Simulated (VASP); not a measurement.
Data:

```
CELL_PARAMETERS angstrom
      0.00000     3.38358     3.38358
      3.38358     0.00000     3.38358
      3.38358     3.38358     0.00000
ATOMIC_POSITIONS crystal
  In 0.00000 0.00000 0.00000
  In 0.25000 0.25000 0.25000
  Li 0.50000 0.50000 0.50000
  Li 0.75000 0.75000 0.75000
```

Calculation: PBEsol GGA, VASP's PBE PAW potentials (set 64) (plane waves; VASP 6.6.1). Numerical set-up: 520 eV cut-off, Gaussian smearing of 0.050 eV, potentials In_d Li_sv.

**Question.** Give the energies of bands 13 to 19 at the high-symmetry points, in eV from the Fermi level.

**Answer.** 
```json
[
 {"band": "13", "Γ": "-9.45", "X": "-6.47", "U": "-6.83", "L": "-7.86", "W": "-6.39"},
 {"band": "14", "Γ": "0.56", "X": "-6.47", "U": "-6.03", "L": "-5.74", "W": "-6.39"},
 {"band": "15", "Γ": "0.59", "X": "-2.94", "U": "-3.79", "L": "-0.89", "W": "-3.47"},
 {"band": "16", "Γ": "0.59", "X": "-2.94", "U": "-2.48", "L": "-0.89", "W": "-3.47"},
 {"band": "17", "Γ": "0.59", "X": "-0.12", "U": "0.02", "L": "-0.05", "W": "1.87"},
 {"band": "18", "Γ": "0.96", "X": "-0.12", "U": "2.08", "L": "0.87", "W": "1.87"},
 {"band": "19", "Γ": "0.96", "X": "6.63", "U": "4.71", "L": "0.87", "W": "3.22"}
]
```

It has no gap at this level: it comes out as a metal or semimetal.

The structure comes from a measured LiIn entry (Fd-3m) of the Crystallography Open Database, whose conditions weren't checked. It was relaxed first.
